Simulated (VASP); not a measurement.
Given:

```
CdI2
1.0
    2.12059    -3.67298     0.00000
    2.12059     3.67298     0.00000
    0.00000     0.00000     6.88948
Cd I
1 2
Cartesian
  0.00000   0.00000   6.88948
  2.12059   1.22433   1.73497
  2.12059  -1.22433   5.15451
```

Level of theory: PBE GGA with D3 dispersion (Becke-Johnson damping), VASP's PBE PAW potentials (set 64) (plane waves; VASP). Run with 520 eV cut-off, Gaussian smearing of 0.050 eV, potentials Cd I.

Unless said otherwise, spin-orbit coupling is left out, though it shifts the bands of the heavy elements here.

Q: Estimate the band gap (along the path) with the smallest direct gap where there is one.

A: 
- band gap (along the path): 2.32 eV
- smallest direct gap (along the path): 2.59 eV

The compound is CdI2 in the 1T layered structure. It was relaxed first.
